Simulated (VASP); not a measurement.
Calculation: optB88-vdW, VASP's PBE PAW potentials (set 64) (plane waves; VASP 6.6.1).

The input files of a VASP run:

INCAR:
```
SYSTEM = Cr
PREC = Accurate; ENCUT = 520; LREAL = .FALSE.
LASPH = .TRUE.
EDIFF = 1E-7; NELM = 100; ALGO = Normal
LMAXMIX = 4
ISMEAR = -5
GGA = BO; LUSE_VDW = .TRUE.; AGGAC = 0.0
PARAM1 = 0.1833333333; PARAM2 = 0.22
MAGMOM = 0.7 -0.7
ISPIN = 2
ISIF = 2
LWAVE = .FALSE.; LCHARG = .TRUE.; LORBIT = 11
NEDOS = 601
```

**KPOINTS**
```
Automatic mesh
0
Gamma
14 14 14
0 0 0
```

File POSCAR:
```
Cr
1.0
  2.8451768376   0.0000000000   0.0000000000
  0.0000000000   2.8451768376   0.0000000000
  0.0000000000   0.0000000000   2.8451768376
Cr
2
Direct
  0.0000000000   0.0000000000   0.0000000000
  0.5000000000   0.5000000000   0.5000000000
```

POTCAR, in this order: Cr_pv (PBE.64 set). Program: vasp_std.

The run wrote:

File OUTCAR:
```
 ion  position               nearest neighbor table
   1  0.000  0.000  0.000-   2 2.46   2 2.46   2 2.46   2 2.46   2 2.46   2 2.46   2 2.46   2 2.46
  LATTYP: Found a simple cubic cell.
 ALAT       =     2.8451768376
 Subroutine PRICEL returns following result:
  LATTYP: Found a body centered cubic cell.
 ALAT       =     2.8451768376
 Subroutine GETGRP returns: Found 48 space group operations
The static configuration has the point symmetry O_h .
The dynamic configuration has the point symmetry O_h .
The overall configuration has the point symmetry O_h .
 Subroutine INISYM returns: Found 48 space group operations
 Subroutine IBZKPT returns following result:
 Found    120 irreducible k-points:

 Following reciprocal coordinates:
            Coordinates               Weight
  0.000000  0.000000  0.000000      1.000000
  0.071429  0.000000  0.000000      6.000000
  0.142857  0.000000  0.000000      6.000000
  0.214286  0.000000  0.000000      6.000000
  0.285714  0.000000  0.000000      6.000000
  0.357143  0.000000  0.000000      6.000000
  0.428571  0.000000  0.000000      6.000000
  0.500000  0.000000  0.000000      3.000000
...
```

File OSZICAR:
```
       N       E                     dE             d eps       ncg     rms          rms(c)
DAV:   1     0.238275807695E+03    0.23828E+03   -0.14411E+04  7680   0.185E+03
DAV:   2    -0.737356131293E+01   -0.24565E+03   -0.24425E+03  8088   0.502E+02
DAV:   3    -0.155794279152E+02   -0.82059E+01   -0.81756E+01  9976   0.104E+02
DAV:   4    -0.156890344090E+02   -0.10961E+00   -0.10967E+00  9296   0.124E+01
DAV:   5    -0.156916713811E+02   -0.26370E-02   -0.26384E-02 10624   0.148E+00    0.175E+01
DAV:   6    -0.128340833077E+02    0.28576E+01   -0.17360E+01  8224   0.501E+01    0.322E+00
DAV:   7    -0.128173899474E+02    0.16693E-01   -0.18572E-01  8264   0.611E+00    0.193E+00
DAV:   8    -0.128095696977E+02    0.78202E-02   -0.18054E-02  9616   0.142E+00    0.112E+00
DAV:   9    -0.128068578240E+02    0.27119E-02   -0.30942E-02  9560   0.159E+00    0.292E-01
DAV:  10    -0.128073762851E+02   -0.51846E-03   -0.13869E-03 10736   0.356E-01    0.235E-01
DAV:  11    -0.128087397723E+02   -0.13635E-02   -0.20274E-02 10120   0.967E-01    0.198E-01
DAV:  12    -0.128095455701E+02   -0.80580E-03   -0.15255E-02  9776   0.879E-01    0.120E-01
DAV:  13    -0.128098202080E+02   -0.27464E-03   -0.34712E-03  9848   0.413E-01    0.837E-02
DAV:  14    -0.128100548708E+02   -0.23466E-03   -0.90271E-03  9968   0.596E-01    0.187E-02
DAV:  15    -0.128100713991E+02   -0.16528E-04   -0.34387E-04  9216   0.143E-01    0.815E-03
DAV:  16    -0.128100693526E+02    0.20465E-05   -0.68207E-06  9176   0.362E-02    0.530E-03
DAV:  17    -0.128100684851E+02    0.86754E-06   -0.36153E-06 10216   0.161E-02    0.399E-03
DAV:  18    -0.128100690409E+02   -0.55579E-06   -0.18308E-07  4048   0.533E-03    0.179E-03
DAV:  19    -0.128100690628E+02   -0.21942E-07   -0.28735E-07  4032   0.378E-03
   1 F= -.12810069E+02 E0= -.12810069E+02  d E =0.000000E+00  mag=    -0.0000
```

File OUTCAR:
```
------------------------ aborting loop because EDIFF is reached ----------------------------------------
  FORCE on cell =-STRESS in cart. coord.  units (eV):
  Direction    XX          YY          ZZ          XY          YZ          ZX
  --------------------------------------------------------------------------------------
  Total        0.0647522      0.0647522      0.0647522     -0.0000000      0.0000000      0.0000000
  in kB        4.5044041      4.5044041      4.5044041     -0.0000000      0.0000000      0.0000000
  external PRESSURE =       4.5044041 kB  Pullay stress =       0.0000000 kB
  volume of cell :       23.03
      direct lattice vectors                 reciprocal lattice vectors
     2.845176838  0.000000000  0.000000000     0.351472002  0.000000000  0.000000000
     0.000000000  2.845176838  0.000000000     0.000000000  0.351472002  0.000000000
     0.000000000  0.000000000  2.845176838     0.000000000  0.000000000  0.351472002
 POSITION                                       TOTAL-FORCE (eV/Angst)
 -----------------------------------------------------------------------------------
      0.00000      0.00000      0.00000         0.000000      0.000000      0.000000
      1.42259      1.42259      1.42259        -0.000000     -0.000000     -0.000000
 -----------------------------------------------------------------------------------
    total drift:                                0.000000      0.000000     -0.000000
  FREE ENERGIE OF THE ION-ELECTRON SYSTEM (eV)
  ---------------------------------------------------
  free  energy   TOTEN  =       -12.8100690628 eV

  energy  without entropy=      -12.8100690628  energy(sigma->0) =      -12.81006906

 total charge

# of ion       s       p       d       tot
------------------------------------------
    1        0.417   6.402   4.252  11.071
    2        0.417   6.402   4.252  11.071
--------------------------------------------------
tot          0.833  12.804   8.504  22.141

 magnetization (x)

# of ion       s       p       d       tot
------------------------------------------
    1        0.008   0.004   0.763   0.775
    2       -0.008  -0.004  -0.763  -0.775
--------------------------------------------------
tot          0.000   0.000   0.000   0.000
```
(Selected blocks of OUTCAR.)

For a metal the tetrahedron method with Blöchl corrections gives inexact stress and forces.

The compound is Cr in the bcc, AFM order structure. It was relaxed first.
